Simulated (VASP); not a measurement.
Input:

```
CELL_PARAMETERS angstrom
      0.00000     2.11891     2.11891
      2.11891     0.00000     2.11891
      2.11891     2.11891     0.00000
ATOMIC_POSITIONS crystal
  Ti 0.00000 0.00000 0.00000
  N  0.50000 0.50000 0.50000
```

Method: vdW-DF2, VASP's PBE PAW potentials (set 64) (plane waves; VASP 6.6.1). Numerical set-up: 520 eV cut-off, 14×14×14 Γ-centred mesh, first-order Methfessel-Paxton smearing of 0.10 eV, potentials Ti_sv N.

Give the stress tensor in GPa (positive for a compressed cell).

```
17.33   0.00   0.00
 0.00  17.33   0.00
 0.00   0.00  17.33
```
The pressure is its mean diagonal, 17.33 GPa.

The compound is TiN in the rock salt structure. This cell is one point of a volume scan, at 0.94 of the reference volume. The electron count is odd and the run is not spin-polarised, which forces a metal.
